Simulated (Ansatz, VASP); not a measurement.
# Ta12Si5N12O10 (amorphous SiO2 against TaN(100), 5.8 A) in two plane-wave programs, part 2 of 3

Wanted: the spread between two codes on one cell, functional and k mesh. Of the first pair: The structure shown is the start of the Ansatz relaxation below; VASP solves that cell, so the two are compared at the walk's first step.

VASP 6.6.1 and Ansatz 0.2.0.

So far: Starting point; Ansatz: relaxation, PBE.

## Step 3: VASP: single point, PBE, start cell, pair 1

Level of this step: PBE; plane waves and PAW (Ta_pv, N, Si, O) (VASP).

The same cell, functional, mesh and smearing now go to VASP, with its own data sets.

Lines of VASP's logs that name or quote its potential files are left out, and so is its time.

File INCAR:

```
SYSTEM = Ta12Si5N12O10
PREC = Accurate
ENCUT = 520
EDIFF = 1E-06
NELM = 120
ISMEAR = -1
SIGMA = 0.1
LREAL = Auto
ALGO = Normal
GGA = PE
NBANDS = 328
LASPH = .TRUE.
LORBIT = 11
LWAVE = .FALSE.
LCHARG = .FALSE.
ISIF = 2
GGA_COMPAT = .FALSE.
KPAR = 4
```

File POSCAR:

```
Ta12Si5N12O10
1.0
    8.8200000000      0.0000000000      0.0000000000
    0.0000000000      8.8200000000      0.0000000000
    0.0000000000      0.0000000000     12.6348500000
Ta N Si O
24 24 10 20
Direct
    0.9926417234      0.9859410431      0.2497694868
    0.9992517007      0.2664172336      0.0423906892
    0.2343990930      0.9919047619      0.0646070195
    0.2433900227      0.2628684807      0.2441026209
    0.0187528345      0.2483106576      0.4172823579
    0.2580839002      0.9802154195      0.4017222207
    0.9989909297      0.4788321995      0.2489067935
    0.9903061224      0.7598412698      0.0832934305
    0.2569160998      0.5072222222      0.0748881071
    0.2467233560      0.7610884354      0.2348187751
    0.9871655329      0.7550907029      0.4252286335
    0.2479251701      0.4891836735      0.4247537565
    0.4961564626      0.9796145125      0.2358635045
    0.4918253968      0.2512018141      0.0547374919
    0.7359070295      0.9806462585      0.0579191680
    0.7528911565      0.2548752834      0.2407389087
    0.5058390023      0.2603854875      0.3945911507
    0.7492517007      0.0011111111      0.4151533259
    0.4963378685      0.4834693878      0.2357685291
    0.5044671202      0.7504081633      0.0601194316
    0.7530385488      0.4749773243      0.0862772411
    0.7514285714      0.7659070295      0.2477037717
    0.5000793651      0.7517800454      0.4074128304
    0.7435147392      0.4867573696      0.4270331662
    0.2462244898      0.0125850340      0.2370111240
    0.2441836735      0.2530952381      0.0722129665
    0.9885714286      0.0231632653      0.0846705738
    0.9986167800      0.2354308390      0.2422268567
    0.2658390023      0.2405555556      0.4119716498
    0.0111791383      0.9971088435      0.4179234419
    0.2484240363      0.5118253968      0.2457013736
    0.3388662132      0.6571882086      0.9676964903
    0.0052947846      0.5106689342      0.0837208198
    0.9986848073      0.7345351474      0.2529274190
    0.2400680272      0.7417460317      0.4110298104
    0.9947165533      0.4995464853      0.4214296173
    0.7441836735      0.0102947846      0.2339481672
    0.7419954649      0.2354421769      0.0630399253
    0.4844671202      0.9997845805      0.0678361833
    0.4964399093      0.2299773243      0.2302124679
    0.7554648526      0.2470975057      0.4170132609
    0.5046712018      0.0058730159      0.4099138494
    0.7498072562      0.5125963719      0.2526899805
    0.7465079365      0.7292743764      0.0841561237
    0.5147845805      0.4888095238      0.0695773990
    0.5004875283      0.7315532880      0.2339481672
    0.7422675737      0.7426643991      0.4169499440
    0.4967233560      0.5015306122      0.4143697788
    0.3704421769      0.8385260771      0.6500037594
    0.2018707483      0.5411791383      0.6977209860
    0.6201247166      0.8040476190      0.7941368516
    0.1773129252      0.7556349206      0.9273161138
    0.8875623583      0.9120861678      0.6507873065
    0.9876077098      0.9879251701      0.9408580236
    0.1612244898      0.1086054422      0.6515471098
    0.0056462585      0.4736961451      0.8068477267
    0.4077664399      0.3031632653      0.7821699506
    0.6775396825      0.4783786848      0.7048124829
    0.7870521542      0.8549886621      0.7515482970
    0.5954195011      0.6272222222      0.7584815016
    0.4805442177      0.9060544218      0.7432379490
    0.0334807256      0.3412358277      0.9015065474
    0.2508616780      0.4888548753      0.5768489535
    0.4606349206      0.2489909297      0.8998998801
    0.0277097506      0.0084013605      0.7082474268
    0.5608049887      0.3320748299      0.7094900216
    0.2831292517      0.1820634921      0.7334475676
    0.2725510204      0.9802380952      0.5860061655
    0.0412698413      0.6404761905      0.8748263731
    0.8260430839      0.4524149660      0.7797480777
    0.2451587302      0.7260770975      0.7012983929
    0.7786507937      0.0113832200      0.5720764394
    0.3203514739      0.4653968254      0.7849875543
    0.9641836735      0.7731746032      0.5819063938
    0.7291950113      0.4981179138      0.5822229785
    0.0747392290      0.2226417234      0.5726779503
    0.4784920635      0.7616099773      0.5624997527
    0.6181746032      0.8354421769      0.9215384433
```

File KPOINTS:

```
Automatic mesh
0
Gamma
2 2 1
0 0 0
```

The projector-augmented-wave data sets are Ta_pv, N, Si and O (PBE family, release 64).

Run with:

```bash
$ mpirun -np 8 vasp_std
```

Numbers of over 12 decimals in the logs are rounded to 6 here.

What it wrote:

```text
[banner, memory and clock lines left out]
running    8 mpi-ranks, on    1 nodes
[...]
|                                                                             |
|           W    W    AA    RRRRR   N    N  II  N    N   GGGG   !!!           |
|           W    W   A  A   R    R  NN   N  II  NN   N  G    G  !!!           |
|           W    W  A    A  R    R  N N  N  II  N N  N  G       !!!           |
|           W WW W  AAAAAA  RRRRR   N  N N  II  N  N N  G  GGG   !            |
|           WW  WW  A    A  R   R   N   NN  II  N   NN  G    G                |
|           W    W  A    A  R    R  N    N  II  N    N   GGGG   !!!           |
|                                                                             |
|     For optimal performance we recommend to set                             |
|       NCORE = 2 up to number-of-cores-per-socket                            |
|     NCORE specifies how many cores store one orbital (NPAR=cpu/NCORE).      |
|     This setting can greatly improve the performance of VASP for DFT.       |
|     The default, NCORE=1 might be grossly inefficient on modern             |
|     multi-core architectures or massively parallel machines. Do your        |
|     Unfortunately you need to use the default for GW and RPA                |
|     calculations (for HF NCORE is supported but not extensively tested      |
|     yet).                                                                   |
|                                                                             |

 LDA part: xc-table for (Slater+PW92), standard interpolation
 POSCAR, INCAR and KPOINTS ok, starting setup
[...]
entering main loop
       N       E                     dE             d eps       ncg     rms          rms(c)
DAV:   1     0.519546138974E+04    0.51955E+04   -0.29590E+05  2624   0.166E+03
DAV:   2    -0.356137581323E+03   -0.55516E+04   -0.53571E+04  3024   0.474E+02
DAV:   3    -0.849907590483E+03   -0.49377E+03   -0.48573E+03  3128   0.136E+02
DAV:   4    -0.864977514162E+03   -0.15070E+02   -0.14893E+02  3072   0.236E+01
[...]
DAV:  19    -0.749643302685E+03   -0.39439E-05   -0.19960E-05  2976   0.123E-02    0.748E-03
DAV:  20    -0.749643303991E+03   -0.13052E-05   -0.64209E-06  2632   0.763E-03    0.495E-03
DAV:  21    -0.749643304393E+03   -0.40193E-06   -0.38057E-06  2528   0.567E-03
   1 F= -.74964330E+03 E0= -.74931898E+03  d E =-.648640E+00
```

From OUTCAR (step 3):

```text
  FREE ENERGIE OF THE ION-ELECTRON SYSTEM (eV)
  ---------------------------------------------------
  free  energy   TOTEN  =      -749.6433043925 eV

  energy  without entropy=     -748.9946648070  energy(sigma->0) =     -749.31898460
```

The run ends at a pressure of -1.90 GPa, with forces up to 1.9 eV/Å.

## Step 4: Comparison

Known differences besides the potentials themselves: the data sets hold 592 valence electrons in Ansatz (on its default PAW (the set named soft_2) files) and 544 in VASP; the cutoff is 420 eV in Ansatz and 520 eV in VASP (PREC = Accurate, projectors in real space). Total energies have different zeros and are not compared.

Forces on 9 of the 78 atoms, those with the largest forces and the largest differences (eV/Å; atoms numbered as in POSCAR):

| atom | Ansatz x, y, z | VASP x, y, z |
| --- | --- | --- |
| Ta8 | -0.877, -1.204, 0.472 | -0.859, -1.206, 0.441 |
| Ta13 | -0.136, 0.588, 1.204 | -0.137, 0.583, 1.205 |
| Ta19 | 0.111, 0.217, 1.422 | 0.108, 0.214, 1.429 |
| N32 | -0.373, -0.162, -1.111 | -0.383, -0.141, -1.156 |
| Si50 | 1.423, 0.234, -0.866 | 1.362, 0.241, -0.832 |
| Si53 | -0.200, 0.081, -0.266 | -0.192, 0.081, -0.194 |
| Si55 | -0.286, 0.099, -0.432 | -0.239, 0.093, -0.394 |
| Si56 | -0.474, 0.491, 1.785 | -0.442, 0.501, 1.760 |
| O62 | -0.241, 0.547, -1.480 | -0.232, 0.563, -1.535 |

The forces differ by 17 meV/Å r.m.s., which is 3.7 % of the r.m.s. force of 0.456 eV/Å (both taken over all components).

## Step 5: Ansatz: relaxation, PBE

This run makes the geometry at which the two programs are then compared. The cell compared in this pair holds 986.97 Å³, against 982.90 Å³ for the pair before.

The structure compared here is the end of the Ansatz relaxation.

File input.yaml:

```yaml
crystal:
  lattice:
    - [8.82, 0.0, 0.0]
    - [0.0, 8.82, 0.0]
    - [0.0, 0.0, 12.63485]
  atoms:
    - { symbol: Ta, position: [0.99264, 0.98594, 0.24977] }
    - { symbol: "N", position: [0.24622, 0.01259, 0.23701] }
    - { symbol: Ta, position: [0.99925, 0.26642, 0.04239] }
    - { symbol: "N", position: [0.24418, 0.2531, 0.07221] }
    - { symbol: Ta, position: [0.2344, 0.99191, 0.06461] }
    - { symbol: "N", position: [0.98857, 0.02316, 0.08467] }
    - { symbol: Ta, position: [0.24339, 0.26287, 0.2441] }
    - { symbol: "N", position: [0.99862, 0.23543, 0.24223] }
    - { symbol: Ta, position: [0.01875, 0.24831, 0.41728] }
    - { symbol: "N", position: [0.26584, 0.24056, 0.41197] }
    - { symbol: Ta, position: [0.25808, 0.98021, 0.40172] }
    - { symbol: "N", position: [0.01118, 0.99711, 0.41792] }
    - { symbol: Ta, position: [0.99899, 0.47883, 0.24891] }
    - { symbol: "N", position: [0.24842, 0.51182, 0.2457] }
    - { symbol: Ta, position: [0.99031, 0.75984, 0.08329] }
    - { symbol: "N", position: [0.33887, 0.65719, 0.9677] }
    - { symbol: Ta, position: [0.25692, 0.50722, 0.07489] }
    - { symbol: "N", position: [0.0053, 0.51067, 0.08372] }
    - { symbol: Ta, position: [0.24672, 0.76109, 0.23482] }
    - { symbol: "N", position: [0.99869, 0.73454, 0.25293] }
    - { symbol: Ta, position: [0.98717, 0.75509, 0.42523] }
    - { symbol: "N", position: [0.24007, 0.74175, 0.41103] }
    - { symbol: Ta, position: [0.24792, 0.48918, 0.42475] }
    - { symbol: "N", position: [0.99472, 0.49955, 0.42143] }
    - { symbol: Ta, position: [0.49616, 0.97962, 0.23586] }
    - { symbol: "N", position: [0.74418, 0.01029, 0.23395] }
    - { symbol: Ta, position: [0.49182, 0.2512, 0.05474] }
    - { symbol: "N", position: [0.74199, 0.23544, 0.06304] }
    - { symbol: Ta, position: [0.73591, 0.98065, 0.05792] }
    - { symbol: "N", position: [0.48447, 0.99978, 0.06784] }
    - { symbol: Ta, position: [0.75289, 0.25488, 0.24074] }
    - { symbol: "N", position: [0.49644, 0.22998, 0.23021] }
    - { symbol: Ta, position: [0.50584, 0.26038, 0.39459] }
    - { symbol: "N", position: [0.75546, 0.2471, 0.41701] }
    - { symbol: Ta, position: [0.74925, 0.00111, 0.41515] }
    - { symbol: "N", position: [0.50467, 0.00587, 0.40991] }
    - { symbol: Ta, position: [0.49634, 0.48347, 0.23577] }
    - { symbol: "N", position: [0.74981, 0.5126, 0.25269] }
    - { symbol: Ta, position: [0.50447, 0.75041, 0.06012] }
    - { symbol: "N", position: [0.74651, 0.72928, 0.08416] }
    - { symbol: Ta, position: [0.75304, 0.47498, 0.08628] }
    - { symbol: "N", position: [0.51478, 0.48881, 0.06958] }
    - { symbol: Ta, position: [0.75143, 0.76591, 0.2477] }
    - { symbol: "N", position: [0.50049, 0.73155, 0.23395] }
    - { symbol: Ta, position: [0.50008, 0.75178, 0.40741] }
    - { symbol: "N", position: [0.74227, 0.74266, 0.41695] }
    - { symbol: Ta, position: [0.74352, 0.48676, 0.42703] }
    - { symbol: "N", position: [0.49672, 0.50153, 0.41437] }
    - { symbol: Si, position: [0.37044, 0.83853, 0.65] }
    - { symbol: Si, position: [0.20187, 0.54118, 0.69772] }
    - { symbol: Si, position: [0.62013, 0.80405, 0.79414] }
    - { symbol: Si, position: [0.17731, 0.75564, 0.92732] }
    - { symbol: Si, position: [0.88756, 0.91209, 0.65079] }
    - { symbol: Si, position: [0.98761, 0.98793, 0.94086] }
    - { symbol: Si, position: [0.16123, 0.1086, 0.65155] }
    - { symbol: Si, position: [0.00565, 0.4737, 0.80685] }
    - { symbol: Si, position: [0.40777, 0.30316, 0.78217] }
    - { symbol: Si, position: [0.67754, 0.47838, 0.70481] }
    - { symbol: O, position: [0.78705, 0.85499, 0.75155] }
    - { symbol: O, position: [0.59542, 0.62722, 0.75848] }
    - { symbol: O, position: [0.48054, 0.90605, 0.74324] }
    - { symbol: O, position: [0.03348, 0.34124, 0.90151] }
    - { symbol: O, position: [0.25086, 0.48885, 0.57685] }
    - { symbol: O, position: [0.46064, 0.24899, 0.8999] }
    - { symbol: O, position: [0.02771, 0.0084, 0.70825] }
    - { symbol: O, position: [0.5608, 0.33208, 0.70949] }
    - { symbol: O, position: [0.28313, 0.18206, 0.73345] }
    - { symbol: O, position: [0.27255, 0.98024, 0.58601] }
    - { symbol: O, position: [0.04127, 0.64048, 0.87483] }
    - { symbol: O, position: [0.82604, 0.45242, 0.77975] }
    - { symbol: O, position: [0.24516, 0.72608, 0.7013] }
    - { symbol: O, position: [0.77865, 0.01138, 0.57208] }
    - { symbol: O, position: [0.32035, 0.4654, 0.78499] }
    - { symbol: O, position: [0.96418, 0.77318, 0.58191] }
    - { symbol: O, position: [0.7292, 0.49812, 0.58222] }
    - { symbol: O, position: [0.07474, 0.22264, 0.57268] }
    - { symbol: O, position: [0.47849, 0.76161, 0.5625] }
    - { symbol: O, position: [0.61817, 0.83544, 0.92154] }
kpoints:
  mp_grid: { grid: [2, 2, 1] }
hamiltonian:
  xc: pbe
scf:
  occupations: { method: fermi_dirac, width: 0.1 }
output:
  forces: true
relax:
  f_tol: 0.08
  max_steps: 90
  cell: { fix: [a, b, alpha, beta, gamma] }
```

Run with:

```bash
$ ansatz run input.yaml --threads 4 --pin off --max-ram 8192MiB --backend cpu --events-out ev --progress --plain --runs-dir out
```

What it wrote:

```text
[...]
Crystal: 78 atoms, lattice volume = 982.895 Å³
Basis set: ecut = 420 eV, 19195 PW (Γ), exchange–correlation on 120×120×180 points (8 copies of the dense FFT grid, shifted against one another)
Bands: 374, of which v1, the nominal top of the filled ones, is band 296 counted from 1 (295 counted from 0)
Symmetry: 1 space group operations
[...]
k-points: 4
[...]
- { symbol: O, position: [0.493881, 0.914583, 0.734098] }
    - { symbol: O, position: [0.034267, 0.346017, 0.890878] }
    - { symbol: O, position: [0.241805, 0.504152, 0.579014] }
    - { symbol: O, position: [0.458964, 0.248158, 0.900296] }
    - { symbol: O, position: [0.035194, 0.0045441, 0.712762] }
    - { symbol: O, position: [0.574454, 0.332160, 0.718514] }
[...]
- { symbol: O, position: [0.727111, 0.499274, 0.584592] }
    - { symbol: O, position: [0.065588, 0.223172, 0.577580] }
    - { symbol: O, position: [0.470736, 0.750268, 0.563424] }
    - { symbol: O, position: [0.615821, 0.850980, 0.917561] }
[key lines of the parts left out:]
P = ⅓ Tr σ = -5.5037 GPa (-55.037 kbar)
```

(Continued in part 3 of 3.)

[Lines on the potential files, build, host, timing and source positions are cut from VASP's logs without a mark.]

[Logs are printed without paths, hosts, clocks, repeated set-up lines and the standing remarks that a program may print on its own settings, such as how far it seeks lower states.]

[Hosts, paths, dates, database ids (printed as entryN), source tags and the programs' standing remarks are cut or masked in the printed files.]
